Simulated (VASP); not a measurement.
Level of theory: LDA (Ceperley-Alder, Perdew-Zunger), VASP's LDA PAW potentials (set 64) (plane waves; VASP 6.6.1).

VASP input:

KPOINTS:
```
Automatic mesh
0
Gamma
5 5 5
0 0 0
```

File POSCAR:
```
Cr2O3
1.0
  4.8066439534  -2.3523280786   0.0949258349
  4.8066439534   2.3523280786   0.0949258349
  3.5787135319   0.0000000000   3.9798364279
Cr O
4 6
Cart
 11.0897952428   0.0000000000   3.5052290921
  4.4937945234  -0.0000000000   1.4203850432
  2.1022061959   0.0000000000   0.6644590056
  8.6982069153  -0.0000000000   2.7493030545
  5.0873571256  -0.8312678220   3.0323402384
  5.4843587554   1.5917979503   1.7763115498
  8.1046443131   0.8312678220   1.1373478593
  7.2737155214   0.7605301283   3.7662297637
  7.7076426833  -1.5917979503   2.3933765479
  5.9182859173  -0.7605301283   0.4034583340
```

INCAR:
```
ALGO=Normal
EDIFF=1E-6
EDIFFG=-0.02
ENCUT=520
IBRION=2
ISIF=3
ISMEAR=0
ISPIN=2
LASPH=.TRUE.
LCHARG=.FALSE.
LMAXMIX=4
LORBIT=10
LREAL=.FALSE.
LWAVE=.FALSE.
MAGMOM=2*-3.0 2*3.0 6*0.0
NELM=100
NSW=60
PREC=Accurate
SIGMA=0.05
SYSTEM=Cr2O3
```

POTCAR, in this order: Cr_pv O (LDA.64 set). Program: vasp_std.

Output of the run:

### OSZICAR
```
       N       E                     dE             d eps       ncg     rms          rms(c)
DAV:   1     0.122238226748E+04    0.12224E+04   -0.46526E+04  3904   0.198E+03
DAV:   2     0.740947493297E+02   -0.11483E+04   -0.11063E+04  3838   0.599E+02
DAV:   3    -0.105641037997E+03   -0.17974E+03   -0.17609E+03  4922   0.213E+02
DAV:   4    -0.114184109101E+03   -0.85431E+01   -0.78483E+01  4520   0.448E+01
DAV:   5    -0.114425843766E+03   -0.24173E+00   -0.24134E+00  4902   0.741E+00    0.440E+01
DAV:   6    -0.992903111214E+02    0.15136E+02   -0.18546E+02  4910   0.872E+01    0.225E+01
DAV:   7    -0.966657099371E+02    0.26246E+01   -0.40879E+01  5208   0.498E+01    0.131E+01
DAV:   8    -0.964340737201E+02    0.23164E+00   -0.25115E+00  4588   0.104E+01    0.630E+00
DAV:   9    -0.964360474468E+02   -0.19737E-02   -0.10258E+00  5310   0.614E+00    0.235E+00
DAV:  10    -0.963822045549E+02    0.53843E-01   -0.23639E-01  4526   0.411E+00    0.889E-01
DAV:  11    -0.963792113831E+02    0.29932E-02   -0.43247E-02  5130   0.142E+00    0.335E-01
DAV:  12    -0.963792351186E+02   -0.23736E-04   -0.21565E-03  4662   0.273E-01    0.170E-01
DAV:  13    -0.963791602529E+02    0.74866E-04   -0.34226E-04  4816   0.846E-02    0.991E-02
DAV:  14    -0.963791560092E+02    0.42438E-05   -0.77814E-05  5034   0.548E-02    0.268E-02
DAV:  15    -0.963791551941E+02    0.81512E-06   -0.16136E-05  4344   0.314E-02    0.755E-03
DAV:  16    -0.963791551457E+02    0.48345E-07   -0.11141E-06  2404   0.641E-03
   1 F= -.96379155E+02 E0= -.96379155E+02  d E =-.963792E+02  mag=     0.0000
       N       E                     dE             d eps       ncg     rms          rms(c)
DAV:   1    -0.963872790702E+02   -0.81239E-02   -0.68861E-01  3962   0.929E+00    0.102E+00
DAV:   2    -0.963812794733E+02    0.59996E-02   -0.87936E-02  3824   0.249E+00    0.455E-01
DAV:   3    -0.963796371941E+02    0.16423E-02   -0.93813E-03  4670   0.607E-01    0.240E-01
DAV:   4    -0.963792983472E+02    0.33885E-03   -0.21142E-03  3852   0.396E-01    0.962E-02
DAV:   5    -0.963792658769E+02    0.32470E-04   -0.19138E-04  4570   0.958E-02    0.499E-02
DAV:   6    -0.963792505125E+02    0.15364E-04   -0.36167E-05  4790   0.494E-02    0.232E-02
DAV:   7    -0.963792471284E+02    0.33841E-05   -0.12264E-05  4170   0.271E-02    0.633E-03
DAV:   8    -0.963792471816E+02   -0.53158E-07   -0.85766E-07  2040   0.885E-03
   2 F= -.96379247E+02 E0= -.96379247E+02  d E =-.920359E-04  mag=     0.0000
       N       E                     dE             d eps       ncg     rms          rms(c)
DAV:   1    -0.963815873714E+02   -0.23402E-02   -0.15490E-01  3982   0.441E+00    0.484E-01
DAV:   2    -0.963802218209E+02    0.13656E-02   -0.19661E-02  3820   0.118E+00    0.215E-01
DAV:   3    -0.963798538315E+02    0.36799E-03   -0.20916E-03  4608   0.284E-01    0.112E-01
DAV:   4    -0.963797809522E+02    0.72879E-04   -0.45373E-04  3840   0.184E-01    0.456E-02
DAV:   5    -0.963797734681E+02    0.74841E-05   -0.41900E-05  4604   0.452E-02    0.235E-02
DAV:   6    -0.963797700252E+02    0.34429E-05   -0.76820E-06  4362   0.229E-02    0.107E-02
DAV:   7    -0.963797692427E+02    0.78255E-06   -0.23905E-06  2428   0.129E-02
   3 F= -.96379769E+02 E0= -.96379769E+02  d E =-.614097E-03  mag=     0.0000
       N       E                     dE             d eps       ncg     rms          rms(c)
DAV:   1    -0.963791860545E+02    0.58397E-03   -0.47315E-02  5144   0.317E+00    0.136E-01
DAV:   2    -0.963798689338E+02   -0.68288E-03   -0.76064E-03  3812   0.571E-01    0.882E-02
DAV:   3    -0.963798610553E+02    0.78785E-05   -0.30927E-04  4958   0.116E-01    0.439E-02
DAV:   4    -0.963798487965E+02    0.12259E-04   -0.43225E-05  4990   0.447E-02    0.249E-02
DAV:   5    -0.963798464203E+02    0.23761E-05   -0.69151E-06  4960   0.236E-02    0.106E-02
DAV:   6    -0.963798463843E+02    0.36025E-07   -0.10886E-06  2028   0.892E-03
   4 F= -.96379846E+02 E0= -.96379846E+02  d E =-.771416E-04  mag=     0.0000
```

**OUTCAR**
```
------------------------ aborting loop because EDIFF is reached ----------------------------------------
  FORCE on cell =-STRESS in cart. coord.  units (eV):
  Direction    XX          YY          ZZ          XY          YZ          ZX
  --------------------------------------------------------------------------------------
  Total       -0.0290650      0.0292815      0.0234525      0.0000000      0.0000000     -0.0184420
  in kB       -0.5258092      0.5297266      0.4242737      0.0000000      0.0000000     -0.3336305
  external PRESSURE =       0.1427304 kB  Pullay stress =       0.0000000 kB
  volume of cell :       88.56
      direct lattice vectors                 reciprocal lattice vectors
     4.808911974 -2.353963266  0.094652592     0.105846594 -0.212407733 -0.095158025
     4.808911974  2.353963266  0.094652592     0.105846594  0.212407733 -0.095158025
     3.580127974 -0.000000000  3.982263726    -0.005031638  0.000000000  0.255636989
 POSITION                                       TOTAL-FORCE (eV/Angst)
 -----------------------------------------------------------------------------------
     11.09725     -0.00000      3.50758         0.001106      0.000000      0.000349
      4.49827     -0.00000      1.42180         0.001106      0.000000      0.000349
      2.10071     -0.00000      0.66398        -0.001106      0.000000     -0.000349
      8.69968     -0.00000      2.74977        -0.001106      0.000000     -0.000349
      5.08955     -0.83075      3.03402         0.000000     -0.006501     -0.000000
      5.48712      1.59235      1.77621        -0.001697      0.003250      0.005368
      8.10840      0.83075      1.13754         0.000000      0.006501     -0.000000
      7.27718      0.76161      3.76735        -0.001697     -0.003250      0.005368
      7.71084     -1.59235      2.39536         0.001697     -0.003250     -0.005368
      5.92077     -0.76161      0.40422         0.001697      0.003250     -0.005368
 -----------------------------------------------------------------------------------
    total drift:                               -0.000001     -0.000000     -0.000001
  FREE ENERGIE OF THE ION-ELECTRON SYSTEM (eV)
  ---------------------------------------------------
  free  energy   TOTEN  =       -96.3798463843 eV

  energy  without entropy=      -96.3798463843  energy(sigma->0) =      -96.37984638

 total charge

# of ion       s       p       d       tot
------------------------------------------
    1        0.320   6.420   4.248  10.988
    2        0.320   6.420   4.248  10.988
    3        0.320   6.420   4.248  10.988
    4        0.320   6.420   4.248  10.988
    5        1.548   3.501   0.000   5.050
    6        1.548   3.501   0.000   5.050
    7        1.548   3.501   0.000   5.050
    8        1.548   3.501   0.000   5.050
    9        1.548   3.501   0.000   5.050
   10        1.548   3.501   0.000   5.050
--------------------------------------------------
tot         10.569  46.690  16.993  74.252

 magnetization (x)

# of ion       s       p       d       tot
------------------------------------------
    1       -0.012  -0.019  -2.153  -2.184
    2       -0.012  -0.019  -2.153  -2.184
    3        0.012   0.019   2.153   2.184
    4        0.012   0.019   2.153   2.184
    5        0.000   0.000   0.000   0.000
    6        0.000   0.000   0.000   0.000
    7        0.000   0.000   0.000   0.000
    8        0.000   0.000   0.000   0.000
    9        0.000   0.000   0.000   0.000
   10        0.000   0.000   0.000   0.000
--------------------------------------------------
tot          0.000   0.000   0.000   0.000

 reached required accuracy - stopping structural energy minimisation
```
(Selected blocks of OUTCAR.)

**CONTCAR**
```
Cr2O3
   1.00000000000000
     4.8089119737430615   -2.3539632660012280    0.0946525919268719
     4.8089119737430615    2.3539632660012280    0.0946525919268719
     3.5801279739860736   -0.0000000000000000    3.9822637255223068
  Cr              O
     4     6
Direct
     0.8408309630617187    0.8408309630617187    0.8408309629617760
     0.3408309630617187    0.3408309630617187    0.3408309629617760
     0.1591690369382813    0.1591690369382813    0.1591690370382240
     0.6591690369382813    0.6591690369382813    0.6591690370382240
     0.4264567473663906    0.0735432526336094    0.7500000000000000
     0.0735432526336111    0.7500000000000017    0.4264567473663650
     0.5735432526336094    0.9264567473663906    0.2500000000000000
     0.2500000000000017    0.5735432526336112    0.9264567473663649
     0.9264567473663888    0.2499999999999984    0.5735432526336351
     0.7499999999999983    0.4264567473663889    0.0735432526336351
```

The compound is Cr2O3 in the corundum structure. This run relaxes it. Symmetry was kept, so distortions that lower it aren't found. The start is the result of an earlier pass.
